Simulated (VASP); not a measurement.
Consider the following.

```yaml
crystal:
  lattice:
    - [2.84521, 0.00000, 0.00000]
    - [-1.42260, 2.46402, 0.00000]
    - [0.00000, 0.00000, 4.97264]
  atoms:
    - { symbol: Zn, position: [0.00000, 0.00000, 0.00000] }
    - { symbol: Zn, position: [0.00000, 0.00000, 0.50000] }
    - { symbol: O, position: [0.33333, 0.66667, 0.25000] }
    - { symbol: O, position: [0.66667, 0.33333, 0.75000] }
```

Computed with PBEsol GGA, VASP's PBE PAW potentials (set 64) (plane waves; VASP). Numerical set-up: 620 eV cut-off, 9×9×5 Γ-centred mesh, Gaussian smearing of 0.050 eV, potentials Zn O.

Q: Estimate the energy per atom (σ→0), pressure, band gap (on the k-mesh) with the smallest direct gap where there is one.

A: 
- band gap (on the k-mesh) = 1.26 eV
- smallest direct gap (on the k-mesh) = 1.26 eV
- energy per atom (σ→0) = -4.564 eV/atom
- pressure = 29.94 GPa

Total energies compare only between runs with the same potentials, cut-off and functional.

The structure was generated: ZnO was put into the NiAs type type (P6_3/mmc), which need not be its known phase. It was relaxed first under an external pressure of 30 GPa.
